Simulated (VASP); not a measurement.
Energy against volume of NaI (rock salt). These are HSE06 screened hybrid, VASP's PBE PAW potentials (set 64) (plane waves; VASP) values and carry that method's errors.

```json
[
 {"V (Å³/atom)": "31.638", "E (eV/atom)": "-3.12745"},
 {"V (Å³/atom)": "32.681", "E (eV/atom)": "-3.13469"},
 {"V (Å³/atom)": "33.724", "E (eV/atom)": "-3.13789"},
 {"V (Å³/atom)": "34.767", "E (eV/atom)": "-3.13770"},
 {"V (Å³/atom)": "35.810", "E (eV/atom)": "-3.13466"}
]
```

Task: Fit a third-order Birch-Murnaghan equation of state.

Result: 
The volume per atom is 34.17 Å³/atom, the bulk modulus is 15.8 GPa and the pressure derivative of the bulk modulus comes out as 4.78. The lattice constant a comes out as 6.490 Å.

The compound is NaI in the rock salt structure. It was relaxed first. The cell's shape comes from a PBE relaxation.
